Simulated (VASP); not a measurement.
OSZICAR of a VASP run on Ge4Si4 (ordered alloy cell):

**OSZICAR**
```
       N       E                     dE             d eps       ncg     rms          rms(c)
DAV:   1     0.645270727874E+03    0.64527E+03   -0.29744E+04  2030   0.315E+03
DAV:   2     0.776882896653E+02   -0.56758E+03   -0.55469E+03  1720   0.793E+02
DAV:   3    -0.361102119406E+02   -0.11380E+03   -0.11171E+03  1964   0.202E+02
DAV:   4    -0.431738905975E+02   -0.70637E+01   -0.70276E+01  2109   0.598E+01
DAV:   5    -0.433418794374E+02   -0.16799E+00   -0.16781E+00  2104   0.987E+00    0.833E+00
DAV:   6    -0.428393677141E+02    0.50251E+00   -0.26248E-01  2221   0.399E+00    0.488E+00
DAV:   7    -0.425936148014E+02    0.24575E+00   -0.46173E-01  1880   0.553E+00    0.376E-01
DAV:   8    -0.425975634226E+02   -0.39486E-02   -0.47454E-02  2152   0.600E+00    0.233E-01
DAV:   9    -0.425985747053E+02   -0.10113E-02   -0.64866E-03  2808   0.157E+00    0.111E-01
DAV:  10    -0.425988046239E+02   -0.22992E-03   -0.11975E-03  2256   0.306E-01    0.697E-02
DAV:  11    -0.425989163790E+02   -0.11176E-03   -0.22975E-04  2008   0.153E-01    0.122E-02
DAV:  12    -0.425989139104E+02    0.24686E-05   -0.31398E-05  2184   0.340E-01    0.722E-03
DAV:  13    -0.425989146656E+02   -0.75521E-06   -0.74797E-06  2184   0.119E-01    0.363E-03
DAV:  14    -0.425989153417E+02   -0.67607E-06   -0.41544E-06  2592   0.451E-02    0.168E-03
DAV:  15    -0.425989156117E+02   -0.27000E-06   -0.12376E-06  1688   0.236E-02    0.789E-04
DAV:  16    -0.425989155246E+02    0.87070E-07   -0.23104E-07  1240   0.225E-02
   1 F= -.42598916E+02 E0= -.42598916E+02  d E =0.000000E+00
```

Problem. Which electronic solver shows in the log?

Solution. It is blocked Davidson (ALGO = Normal, or the opening steps of other solvers). The INCAR had ALGO = Normal.

Problem. Can the final energy be trusted as converged?

Solution. Self-consistency was reached. It stopped with EDIFF = 1E-7, NELM = 100 (PBEsol GGA, plane waves, VASP's PBE PAW potentials (set 64)).

The structure was generated: Ge4Si4 was put into an ordered model structure (R-3m), which need not be its known phase. It was relaxed first.
